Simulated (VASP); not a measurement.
Here is the system:

```
PbF2
1.0
    0.00000     2.99706     2.99706
    2.99706     0.00000     2.99706
    2.99706     2.99706     0.00000
Pb F
1 2
Direct
  0.00000   0.00000   0.00000
  0.25000   0.25000   0.25000
  0.75000   0.75000   0.75000
```

Calculation: PBE0 hybrid, VASP's PBE PAW potentials (set 64) (plane waves; VASP). Numerical set-up: 520 eV cut-off, 6×6×6 Γ-centred mesh, Gaussian smearing of 0.050 eV, potentials Pb_d F.

Q: Give the stress tensor in GPa (positive for a compressed cell).

A: 
```
-1.67   0.00   0.00
 0.00  -1.67   0.00
 0.00   0.00  -1.67
```
The pressure is its mean diagonal, -1.67 GPa.

The compound is PbF2 in the fluorite structure, the β form. It was relaxed first. The cell's shape comes from a PBE relaxation.
